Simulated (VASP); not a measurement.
Given:

```
CELL_PARAMETERS angstrom
     -1.71680     1.71680     5.84893
      1.71680    -1.71680     5.84893
      1.71680     1.71680    -5.84893
ATOMIC_POSITIONS crystal
  Nb 0.74972 0.74972 0.00000
  Nb 0.49972 0.99972 0.50000
  As 0.16728 0.16728 0.00000
  As 0.91728 0.41728 0.50000
```

Calculation: LDA (Ceperley-Alder, Perdew-Zunger), VASP's LDA PAW potentials (set 64) (plane waves; VASP 6.6.1). Numerical set-up: 300 eV cut-off, 10×10×10 Γ-centred mesh, Fermi-Dirac smearing of 0.14 eV, potentials Nb_sv As.

At this cut-off the stress carries a Pulay error, which pulls relaxed volumes low. Energy and stress use the plane-wave basis of the starting cell.

**Question.** The ions, cell shape and volume are relaxed. Which structure does the run end with?

**Answer.** 
```
CELL_PARAMETERS angstrom
     -1.70913     1.70913     5.76570
      1.70913    -1.70913     5.76570
      1.70913     1.70913    -5.76570
ATOMIC_POSITIONS crystal
  Nb 0.74924 0.74924 0.00000
  Nb 0.49924 0.99924 0.50000
  As 0.16776 0.16776 0.00000
  As 0.91776 0.41776 0.50000
```
Space group I4_1md (109), at a tolerance of 0.03 Å.

**Question.** How do energy and volume change from the first to the last step?

**Answer.** The energy (σ→0) changes by -5.9 meV/atom and the volume by -2.3 %, in 11 ionic steps.

The structure comes from a computed database's NbAs entry; how it stands against other phases isn't given here. This run relaxes it. Symmetry was kept, so distortions that lower it aren't found. The run is one of a series of settings (EDIFFG = -0.01, GGA removed, IBRION = 2, ISIF = 3, NSW = 50, POTCAR Nb_sv As (LDA.64 set) against the base run), some of them coarse on purpose.
